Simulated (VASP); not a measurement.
An input for Ansatz (written as the equivalent of a VASP run, and not itself run):

Ansatz 0.2 input:
```yaml
crystal:
  lattice:
    - [0.0000000, 3.1263666, 3.1263666]
    - [3.1263666, 0.0000000, 3.1263666]
    - [3.1263666, 3.1263666, 0.0000000]
  atoms:
    - { symbol: Ba, position: [1.0000000, 0.0000000, 0.0000000] }
    - { symbol: F, position: [0.2500000, 0.2500000, 0.2500000] }
    - { symbol: F, position: [0.7500000, 0.7500000, 0.7500000] }
kpoints:
  mp_grid: { grid: [6, 6, 6] }
hamiltonian:
  xc: pbe
  dispersion: d4
  pseudopotentials: { kind: paw }
scf:
  occupations: { method: gaussian, width: 0.05 }
  max_iter: 100
relax:
  max_steps: 60
  f_tol: 0.02
  cell: {}
output: { forces: true, stress: true, eigenvalues: true }
```

Problem. Write the VASP files for the same calculation (PBE-D4).

Solution. Several could match; the one computed here: 
### INCAR
```
! general
SYSTEM   =  BaF2
PREC     =  Accurate
ENCUT    =  520   ! plane-wave cut-off (eV)
LREAL    =  .False.   ! projection in real space or not
LASPH    =  .True.

! electronic loop
EDIFF    =  1E-6   ! SCF stop (eV)
NELM     =  100
ALGO     =  Normal   ! blocked Davidson
LMAXMIX  =  4   ! l cut-off of mixed one-centre charges

! smearing
ISMEAR   =  0   ! Gaussian
SIGMA    =  0.05   ! width (eV)

! functional
GGA      =  PE
IVDW     =  13   ! D4

! ions
IBRION   =  2   ! conjugate gradients
NSW      =  60   ! most ionic steps
ISIF     =  3   ! ions, shape and volume
EDIFFG   =  -0.02   ! ionic stop

! output
LWAVE    =  .False.
LCHARG   =  .False.
```

**KPOINTS**
```
Automatic mesh
0
Gamma
6 6 6
0 0 0
```

POSCAR:
```
BaF2
1
    0.0000000000     3.1263665670     3.1263665670
    3.1263665670     0.0000000000     3.1263665670
    3.1263665670     3.1263665670    -0.0000000000
Ba F
1 2
Direct
  1.0000000000   0.0000000000   0.0000000000
  0.2500000000   0.2500000000   0.2500000000
  0.7500000000   0.7500000000   0.7500000000
```

POTCAR, in this order: Ba_sv F (PBE.64 set). Program: vasp_std.

The two are equivalent in intent, not identical: each code has its own PAW files, so the cut-off isn't converted (ENCUT is set for VASP's; basis.ecutwfc is left out, and Ansatz then takes the one that its files recommend); Ansatz stops its SCF on the density residual and VASP on the energy change (EDIFF).

The compound is BaF2 in the fluorite structure. It was relaxed first. The start is the result of an earlier pass.
